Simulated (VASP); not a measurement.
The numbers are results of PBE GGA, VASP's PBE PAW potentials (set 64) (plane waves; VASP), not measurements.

VASP input:

**POSCAR**
```
Pd
1
    0.0000000000     1.9450000000     1.9450000000
    1.9450000000     0.0000000000     1.9450000000
    1.9450000000     1.9450000000     0.0000000000
Pd
1
Direct
  0.0000000000   0.0000000000   0.0000000000
```

KPOINTS:
```
K-points
0
Gamma
 14 14 14
```

INCAR:
```
ALGO = Normal
EDIFF = 1E-6
ENCUT = 400
GGA = PE
ISIF = 2
ISMEAR = 1
LASPH = .True.
LCHARG = .False.
LMAXMIX = 4
LREAL = Auto
LWAVE = .False.
NELM = 100
PREC = Accurate
SIGMA = 0.1
SYSTEM = Pd
```

POTCAR, in this order: Pd (PBE.64 set). Program: vasp_std.

The resulting files:

File OSZICAR:
```
       N       E                     dE             d eps       ncg     rms          rms(c)
DAV:   1     0.313497205189E+02    0.31350E+02   -0.45543E+03  1904   0.832E+02
DAV:   2    -0.518459721607E+01   -0.36534E+02   -0.35338E+02  2034   0.173E+02
DAV:   3    -0.548078614450E+01   -0.29619E+00   -0.29525E+00  2234   0.178E+01
DAV:   4    -0.548219206929E+01   -0.14059E-02   -0.14057E-02  2197   0.115E+00
DAV:   5    -0.548220749164E+01   -0.15422E-04   -0.15421E-04  2201   0.991E-02    0.781E+00
DAV:   6    -0.520728174076E+01    0.27493E+00   -0.12213E+00  1911   0.105E+01    0.386E+00
DAV:   7    -0.519640593336E+01    0.10876E-01   -0.62240E-03  2084   0.721E-01    0.205E+00
DAV:   8    -0.519242153591E+01    0.39844E-02   -0.11070E-03  2008   0.288E-01    0.528E-02
DAV:   9    -0.519242316810E+01   -0.16322E-05   -0.13495E-05  2373   0.376E-02    0.149E-02
DAV:  10    -0.519242706024E+01   -0.38921E-05   -0.19175E-06  2137   0.148E-02    0.385E-03
DAV:  11    -0.519242682527E+01    0.23497E-06   -0.13092E-08   991   0.128E-03
   1 F= -.51924268E+01 E0= -.51918608E+01  d E =-.169794E-02
```

**OUTCAR**
```
------------------------ aborting loop because EDIFF is reached ----------------------------------------
  FORCE on cell =-STRESS in cart. coord.  units (eV):
  Direction    XX          YY          ZZ          XY          YZ          ZX
  --------------------------------------------------------------------------------------
  Total        0.6405263      0.6405263      0.6405263      0.0000000      0.0000000     -0.0000000
  in kB       69.7362789     69.7362789     69.7362789      0.0000000      0.0000000     -0.0000000
  external PRESSURE =      69.7362789 kB  Pullay stress =       0.0000000 kB
  volume of cell :       14.72
      direct lattice vectors                 reciprocal lattice vectors
     0.000000000  1.945000000  1.945000000    -0.257069409  0.257069409  0.257069409
     1.945000000  0.000000000  1.945000000     0.257069409 -0.257069409  0.257069409
     1.945000000  1.945000000  0.000000000     0.257069409  0.257069409 -0.257069409
 POSITION                                       TOTAL-FORCE (eV/Angst)
 -----------------------------------------------------------------------------------
      0.00000      0.00000      0.00000         0.000000     -0.000000      0.000000
 -----------------------------------------------------------------------------------
    total drift:                                0.000000     -0.000000      0.000000
  FREE ENERGIE OF THE ION-ELECTRON SYSTEM (eV)
  ---------------------------------------------------
  free  energy   TOTEN  =        -5.1924268253 eV

  energy  without entropy=       -5.1907288853  energy(sigma->0) =       -5.19186085
```
(Selected blocks of OUTCAR.)

The compound is Pd in the fcc structure. The cell was not relaxed at this level. The run is one of a series of settings (LREAL = Auto against the base run), some of them coarse on purpose.
